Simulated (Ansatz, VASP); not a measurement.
# C2S3 in two plane-wave programs

Wanted: the spread between two codes on one cell, functional and k mesh. The cell is taken from a series of runs on this material, whose earlier steps may have relaxed, scaled, displaced or heated it; both programs get it as it stands.

Method: plane waves, with VASP 6.6.1 beside it; dielectric response at PBE, in Ansatz 0.2.0.

## (1) The structure

Symmetry: P2_1/c, No. 14, monoclinic system. Conventional cell: a = 5.805 Å, b = 6.638 Å, c = 10.779 Å, α = 90.00°, β = 109.17°, γ = 90.00°. Nearest to C lie 1 C at 1.37 Å and 2 S at 1.73 Å. Nearest to C lie 3 S at 1.65 to 1.75 Å. Nearest to S lie 2 C at 1.73 to 1.75 Å. Nearest to S lie 2 C at 1.73 to 1.74 Å. S has 1 C at 1.65 Å nearest. Farther neighbours and most contacts between anions are not listed.

## (2) Ansatz: dielectric response, PBE

Ansatz runs on its PAW soft_1 files.

The response to a field tests empty states and converges slowly with the mesh.

input.yaml

```yaml
crystal:
  lattice:
    - [5.805, 0.0, 0.0]
    - [0.0, 6.6377, 0.0]
    - [-3.5391430821, 0.0, 10.1819277854]
  atoms:
    - { symbol: C, position: [0.4275340412, 0.9956591813, 0.0389019337] }
    - { symbol: C, position: [0.5724659588, 0.4956591813, 0.4610980663] }
    - { symbol: C, position: [0.5724659588, 0.0043408187, 0.9610980663] }
    - { symbol: C, position: [0.4275340412, 0.5043408187, 0.5389019337] }
    - { symbol: C, position: [0.2857765633, 0.3123523348, 0.8947240389] }
    - { symbol: C, position: [0.7142234367, 0.8123523348, 0.6052759611] }
    - { symbol: C, position: [0.7142234367, 0.6876476652, 0.1052759611] }
    - { symbol: C, position: [0.2857765633, 0.1876476652, 0.3947240389] }
    - { symbol: S, position: [0.2143970329, 0.1860506622, 0.019479966] }
    - { symbol: S, position: [0.7856029671, 0.6860506622, 0.480520034] }
    - { symbol: S, position: [0.7856029671, 0.8139493378, 0.980520034] }
    - { symbol: S, position: [0.2143970329, 0.3139493378, 0.519479966] }
    - { symbol: S, position: [0.5239473935, 0.2046179098, 0.852551854] }
    - { symbol: S, position: [0.4760526065, 0.7046179098, 0.647448146] }
    - { symbol: S, position: [0.4760526065, 0.7953820902, 0.147448146] }
    - { symbol: S, position: [0.5239473935, 0.2953820902, 0.352551854] }
    - { symbol: S, position: [0.1369031152, 0.5137988273, 0.8191576789] }
    - { symbol: S, position: [0.8630968848, 0.0137988273, 0.6808423211] }
    - { symbol: S, position: [0.8630968848, 0.4862011727, 0.1808423211] }
    - { symbol: S, position: [0.1369031152, 0.9862011727, 0.3191576789] }
kpoints:
  mp_grid: { grid: [4, 4, 2] }
hamiltonian:
  xc: pbe
  pseudopotentials: { kind: paw, azcp: { folder: soft_1 } }
scf:
  occupations: { method: fixed }
dielectric: {}
```

Command:

```
ansatz run input.yaml --threads 2 --pin off --max-ram 92160MiB --backend cuda --events-out ev --progress --plain --runs-dir out --devices 1 --max-vram 13GiB
```

Numbers of over 12 decimals in the logs are rounded to 6 here.

What it wrote:

```text
GPUs: using 1 of 1 available (devices: 1).
Engine: ansatz 0.2.0, x86_64-unknown-linux-gnu
Pseudopotentials: kind: paw
Pseudopotential: C, paw, valence charge 4, recommended cutoff 420 eV (normal), soft_1/C.paw.azcp
Pseudopotential: S, paw, valence charge 6, recommended cutoff 420 eV (normal), soft_1/S.paw.azcp
Functional definition: PBE
  parameter kappa = 0.804
  parameter beta = 0.066725
  exchange = pbe_x(kappa = kappa, mu = beta*pi^2/3)
  correlation = pbe_c(beta = beta)
device memory: the entry about to start is reckoned to put 3.6 GiB on a device that reports 46.5 GiB free (of which the cap on the GPU budget leaves the run 13.0 GiB)
GPU FFT provider: cuFFT
GPU libraries: cuBLAS 13.8.2, cuFFT 12.4.0, cuSOLVER 12.3.4
Crystal: 20 atoms, lattice volume = 392.328 Å³
Basis set: ecut = 420 eV, 7669 PW (Γ), exchange–correlation on 80×96×160 points (8 copies of the dense FFT grid, shifted against one another)
Bands: 72, of which v1, the nominal top of the filled ones, is band 52 counted from 1 (51 counted from 0)
Symmetry: 4 space group operations
k-points: 20 of 32 (irreducible under 1 space group operation, time reversal used)
Non-local potential: C, projectors of the file, l = 0: 2, l = 1: 2, l = 2: 1
Non-local potential: S, projectors of the file, l = 0: 2, l = 1: 2, l = 2: 1
PAW form: soft (Blöchl's): semilocal exchange-correlation on the pseudo side does not see the compensation charge
PAW one-centre angular grid: C, 110 points (default); XC on 64 Gauss nodes
PAW one-centre angular grid: S, 110 points (default); XC on 64 Gauss nodes
Initial density: superposition of atomic densities (chi_scale 0.1, normalization cell, long waves kept (reshape's long-wave potential 0.01 eV rms))
Initial wavefunctions: pseudopotential atomic-orbital guess
GPU buffer pool allocated for 153600 grid points (all kernels)
GPU transforms: local potential and band sums: pruned to the plane-wave sphere, on 40×45×75
Functional: x = pbe(κ = 0.804, μ = 0.219515), c = pbe(β = 0.066725)
SCF iter   1: F=—  HF=-12831.862665 eV  |F-HF|=—  |Δ(HF+E_count)|=         —  Δρ=6.92e-2  dr2=2.35e1  ethr=3.10e-3  ⟨swp⟩=5.0  Hψ=6109  notcnv=0  defer=339
preconditioner: auto → Resta (q_TF=auto, 2.187 Å⁻¹)  ε∞=3.9  [insulator: Δε(μ)=1.697 eV  Ē_g=11.075 eV  n_scr=64 (ndim 8)  ℏωp=18.7 eV  f_vac=0.008  ε∞_Penn≈3.9]
SCF iter   2: F=—  HF=-12825.973003 eV  |F-HF|=—  |Δ(HF+E_count)|=    5.89e0  Δρ=2.79e-2  dr2=1.98e0  ethr=3.10e-3  ⟨swp⟩=3.0  Hψ=2868  notcnv=0  defer=318
SCF iter   3: F=—  HF=-12825.541331 eV  |F-HF|=—  |Δ(HF+E_count)|=   4.32e-1  Δρ=1.19e-2  dr2=3.80e-1  ethr=1.91e-3  ⟨swp⟩=2.2  Hψ=1799  notcnv=0  defer=357
SCF iter   4: F=—  HF=-12825.512886 eV  |F-HF|=—  |Δ(HF+E_count)|=   2.84e-2  Δρ=2.87e-3  dr2=4.80e-2  ethr=3.66e-4  ⟨swp⟩=2.4  Hψ=2050  notcnv=0  defer=359
SCF iter   5: F=—  HF=-12825.510369 eV  |F-HF|=—  |Δ(HF+E_count)|=   2.52e-3  Δρ=1.04e-3  dr2=3.75e-3  ethr=4.61e-5  ⟨swp⟩=2.5  Hψ=2165  notcnv=0  defer=360
SCF iter   6: F=—  HF=-12825.514289 eV  |F-HF|=—  |Δ(HF+E_count)|=   3.92e-3  Δρ=2.43e-4  dr2=3.25e-4  ethr=3.61e-6  ⟨swp⟩=2.0  Hψ=2009  notcnv=0  defer=360
SCF iter   7: F=—  HF=-12825.514733 eV  |F-HF|=—  |Δ(HF+E_count)|=   4.44e-4  Δρ=9.70e-5  dr2=7.16e-5  ethr=3.13e-7  ⟨swp⟩=2.0  Hψ=1934  notcnv=0  defer=360
SCF iter   8: F=—  HF=-12825.514765 eV  |F-HF|=—  |Δ(HF+E_count)|=   3.20e-5  Δρ=3.18e-5  dr2=6.73e-6  ethr=6.88e-8  ⟨swp⟩=2.0  Hψ=1911  notcnv=0  defer=316
SCF iter   9: F=—  HF=-12825.514461 eV  |F-HF|=—  |Δ(HF+E_count)|=   3.04e-4  Δρ=7.87e-6  dr2=3.37e-7  ethr=6.47e-9  ⟨swp⟩=2.0  Hψ=2115  notcnv=0  defer=316
SCF iter  10: F=—  HF=-12825.514461 eV  |F-HF|=—  |Δ(HF+E_count)|=   5.41e-7  Δρ=2.11e-6  dr2=2.41e-8  ethr=3.24e-10  ⟨swp⟩=2.0  Hψ=2152  notcnv=0  defer=316
SCF iter  11: F=—  HF=-12825.514461 eV  |F-HF|=—  |Δ(HF+E_count)|=   2.27e-8  Δρ=7.56e-7  dr2=3.72e-9  ethr=2.31e-11  ⟨swp⟩=2.0  Hψ=2162  notcnv=0  defer=316
SCF iter  12: F=—  HF=-12825.514461 eV  |F-HF|=—  |Δ(HF+E_count)|=  4.89e-10  Δρ=2.32e-7  dr2=2.99e-10  ethr=3.58e-12  ⟨swp⟩=2.0  Hψ=2004  notcnv=0  defer=316
SCF iter  13: F=-12825.514461 eV  HF=-12825.514461 eV  |F-HF|=1.27e-11  |Δ(HF+E_count)|=  2.58e-10  Δρ=7.06e-8  dr2=2.64e-11  ethr=1.00e-12  ⟨swp⟩=15.5  Hψ=8508  notcnv=0
SCF 1 converged in 13 iterations: F = -12825.514461 eV  dr2 = 2.64e-11
  greatest PAW one-centre occupation: 0.866 electrons in one spin orbital (limit 2), on the S atom at site 15 (counted from 0), in its partial waves of l = 0
the response reads at least the filled bands of the reference SCF and the lowest empty band at each k-point, and that SCF's band table does not vouch for those bands. The notice of the band table in this run's record says why
device memory: the entry about to start is reckoned to put 1.4 GiB on a device that reports 49.0 GiB free (of which the cap on the GPU budget leaves the run 12.8 GiB)
NSCF: frozen V_eff on 1 k-points
[...]
device memory: the entry about to start is reckoned to put 0.7 GiB on a device that reports 53.0 GiB free (of which the cap on the GPU budget leaves the run 12.8 GiB)
GPU FFT provider: cuFFT
GPU libraries: cuBLAS 13.8.2, cuFFT 12.4.0, cuSOLVER 12.3.4
Bands: 53, of which v1, the nominal top of the filled ones, is band 52 counted from 1 (51 counted from 0)
k-points: 8 of 32
Initial density: handed on by an earlier stage of this run
Initial wavefunctions: pseudopotential atomic-orbital guess (no wavefunctions were taken with the density)
GPU buffer pool allocated for 153600 grid points (all kernels)
GPU transforms: band sums: pruned to the plane-wave sphere, on 40×45×75
Eigensolver: Dense (8 Hₖ)
SCF iter   1: F=—  HF=-12825.223872 eV  |F-HF|=—  |Δ(HF+E_count)|=         —  Δρ=4.58e-4  dr2=2.65e-4  ethr=1.00e-1
preconditioner: auto → Resta (q_TF=auto, 2.187 Å⁻¹)  ε∞=5.4  [insulator: Δε(μ)=1.700 eV  Ē_g=9.150 eV  n_scr=64 (ndim 8)  ℏωp=19.1 eV  f_vac=0.027  ε∞_Penn≈5.4]
SCF iter   2: F=—  HF=-12825.224001 eV  |F-HF|=—  |Δ(HF+E_count)|=   1.28e-4  Δρ=2.48e-4  dr2=8.06e-5  ethr=2.55e-7
SCF iter   3: F=—  HF=-12825.224058 eV  |F-HF|=—  |Δ(HF+E_count)|=   5.79e-5  Δρ=2.74e-5  dr2=4.40e-6  ethr=7.75e-8
SCF iter   4: F=—  HF=-12825.224058 eV  |F-HF|=—  |Δ(HF+E_count)|=   2.92e-7  Δρ=9.76e-6  dr2=5.96e-7  ethr=4.23e-9
SCF iter   5: F=—  HF=-12825.224058 eV  |F-HF|=—  |Δ(HF+E_count)|=   2.35e-7  Δρ=3.99e-6  dr2=1.08e-7  ethr=5.73e-10
SCF iter   6: F=-12825.224058 eV  HF=-12825.224058 eV  |F-HF|=8.23e-9  |Δ(HF+E_count)|=   1.39e-8  Δρ=1.05e-6  dr2=6.20e-9  ethr=1.04e-10
SCF 1 converged in 6 iterations: F = -12825.224058 eV  dr2 = 6.20e-9
  greatest PAW one-centre occupation: 0.866 electrons in one spin orbital (limit 2), on the S atom at site 12 (counted from 0), in its partial waves of l = 0
device memory: the entry about to start is reckoned to put 0.1 GiB (of the 0.2 GiB reckoned in all, the device holds 0.1 GiB already) on a device that reports 55.3 GiB free (of which the cap on the GPU budget leaves the run 12.7 GiB)
device memory: the entry about to start is reckoned to put 3.4 GiB (of the 3.5 GiB reckoned in all, the device holds 0.1 GiB already) on a device that reports 55.4 GiB free (of which the cap on the GPU budget leaves the run 12.4 GiB)
DFPT response loops at Γ: preconditioner auto → Resta (q_TF=auto, 2.187 Å⁻¹)  ε∞=5.9 (no band partly filled); β = 1.00, the filter's whole step (`scf.mixing.beta` (0.50) is not read by the response loops at its default; to damp them type it under 1.00, their step now; it binds the ground state too); Broyden in place of MSR1
SCF converged after 13 iterations
Free energy (F): -12825.514461 eV
Harris-Foulkes:  -12825.514461 eV  (|F-HF|=1.27e-11)
Internal energy: -12825.514461 eV  (E = F + TS)
E sigma→0 (E₀):  -12825.514461 eV
Fermi energy:    3.707862 eV
--- Per-component energies (eV) ---
  E_band       = -384.049181
  E_kinetic    = 1955.299364
  E_local      = -3974.048703  (includes V_loc(G=0)·N_el)
  E_nonlocal   = 606.008140
  E_hartree    = 1322.642967
  E_xc         = -1431.170424
  E_vxc        = -1439.479703  (∫ρ·V_xc dr)
  E_paw        = -8101.570488  (= ΣΔE_a)
  E_vpaw       = -177.114346  (= ΣTr[D̂ρ^β])
  E_aug_tail   = 0.000138  (compensation charges beyond the density's cutoff)
  E_ewald      = -3202.675455
  E_smearing   = -0.000000  (= −TS)
  E_closure    = -0.000000  (closes the sum)
  Σ components = -12825.514461   (vs F -12825.514461, Δ=0.00e0)
--- Band table (eV; the first three rows and the last of 20) ---
  k-point 0: bands = [... 48 lower, 2.9779, 3.2728, 3.3386, 3.5280, 5.2999, 5.9293, 6.0122, 6.0948, ... 16 higher]
  k-point 1: bands = [... 48 lower, 3.1304, 3.1304, 3.5056, 3.5056, 5.5710, 5.5710, 6.1756, 6.1756, ... 16 higher]
  k-point 2: bands = [... 48 lower, 2.9932, 3.2831, 3.3624, 3.6030, 5.4721, 5.8572, 6.0773, 6.0994, ... 16 higher]
  k-point 19: bands = [... 48 lower, 2.9501, 2.9501, 3.4778, 3.4778, 5.4815, 5.4815, 5.7377, 5.7377, ... 16 higher]
--- Dielectric response (ions clamped): 3 representative field directions + reference, inside a basis on a mesh of 32 k-points (Σ response iterations 18) ---
  ε∞ (high-frequency dielectric tensor):
        4.522586    -0.000000    -0.254396
       -0.000000     5.273392     0.000000
       -0.254396     0.000000     4.777804
  Born effective charges Z* (e; rows j = field, columns β = displacement):
    site 0:
        -0.25662   -0.09458    0.23860
         0.01721    0.03566   -0.11111
         0.19067   -0.09257   -0.13988
    site 1:
        -0.25662    0.09458    0.23860
        -0.01721    0.03566    0.11111
         0.19067    0.09257   -0.13988
    site 2:
        -0.25662   -0.09458    0.23860
         0.01721    0.03566   -0.11111
         0.19067   -0.09257   -0.13988
    site 3:
        -0.25662    0.09458    0.23860
        -0.01721    0.03566    0.11111
         0.19067    0.09257   -0.13988
    site 4:
         0.54902   -0.61746    0.00466
        -0.84332    1.70719   -1.23141
         0.30418   -1.48041    0.70493
    site 5:
         0.54902    0.61746    0.00466
         0.84332    1.70719    1.23141
         0.30418    1.48041    0.70493
    site 6:
         0.54902   -0.61746    0.00466
        -0.84332    1.70719   -1.23141
         0.30418   -1.48041    0.70493
    site 7:
[...]
site 8:
[...]
site 9:
[...]
site 10:
[...]
site 11:
[...]
site 12:
[...]
site 13:
[...]
site 14:
[...]
site 15:
[...]
site 16:
[...]
site 17:
[...]
-0.45705   -1.66420   -0.74471
        -0.14406   -0.94459   -1.05651
    site 18:
        -0.74992    0.43264   -0.01664
         0.45705   -1.66420    0.74471
        -0.14406    0.94459   -1.05651
    site 19:
        -0.74992   -0.43264   -0.01664
        -0.45705   -1.66420   -0.74471
        -0.14406   -0.94459   -1.05651
  Z* charge neutrality: 2.749e-2 e pre-enforcement
  solved inside a basis spanned on kpoints, on 4×4×2 k-points, its susceptibility summed on 8×6×4: ε∞ is read to err by 2.4e-2, Z* by 1.2e-2 e (field_mesh: kpoints solves on kpoints); Z* is corrected for what the basis lacks
```

Reading the cycles: dr2 is the Hartree energy of the density residual (eV), the measure of convergence; HF is the Harris–Foulkes estimate of the energy, which meets the free energy F at convergence.

(Continued in part 2 of 3.)

[Lines on the potential files, build, host, timing and source positions are cut from VASP's logs without a mark.]

[Logs are printed without paths, hosts, clocks, repeated set-up lines and the standing remarks that a program may print on its own settings, such as how far it seeks lower states.]

[Hosts, paths, dates, database ids (printed as entryN), source tags and the programs' standing remarks are cut or masked in the printed files.]
